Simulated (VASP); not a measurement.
Input of a VASP 6.6.1 run:

File INCAR:

```
SYSTEM = Ga2GeSe2
PREC = Normal
ENCUT = 520
EDIFF = 1E-4
ISMEAR = 0
SIGMA = 0.15
LREAL = Auto
LASPH = .TRUE.
NELM = 60
ALGO = Fast
ISIF = 3
LWAVE = .FALSE.
LCHARG = .FALSE.
GGA = PE
IBRION = 2
NSW = 24
EDIFFG = -0.08
```

The input KPOINTS:

```
Automatic mesh
0
G
  3 3 2
  0 0 0
```

Contents of POSCAR:

```
Ga2GeSe2
1.0
    6.7495084100      0.0000000000      0.0000000000
   -3.3747542100      5.8452457500      0.0000000000
    0.0000000000      0.0000000000      6.6158653600
Ga Ge Se
4 2 4
Direct
    0.3333333300      0.6666666700      0.3504392000
    0.3333333300      0.6666666700      0.6495608000
    0.3333333300      0.6666666700      0.0000000000
    0.0000000000      0.0000000000      0.5000000000
    0.6666666700      0.3333333300      0.0000000000
    0.6666666700      0.3333333300      0.5000000000
    0.0000000000      0.0000000000      0.0000000000
    0.4968768600      0.5031231400      0.0000000000
    0.4968768600      0.9937537100      0.0000000000
    0.0062462900      0.5031231400      0.0000000000
```

Potentials or basis: VASP PAW PBE potentials, release 64 (Ga_d, Ge_d, Se).

Launch:

```console
$ cat potpaw_PBE.64/Ga_d/POTCAR potpaw_PBE.64/Ge_d/POTCAR potpaw_PBE.64/Se/POTCAR > POTCAR
$ mpirun -np 1 vasp_std > vasp.out
```

(1) Estimate the relaxed cell.

(2) Estimate the relaxed volume.

Answers

(1) a = 8.376 Å, b = 8.376 Å, c = 7.006 Å, α = 90.00°, β = 90.00°, γ = 120.00°.

(2) 42.57 Å³/atom.

Caveat: the k mesh is coarse (spacing up to 0.47 Å⁻¹), so the values aren't converged; the volume moved by over 15 % at a fixed basis, so the end points are rough.
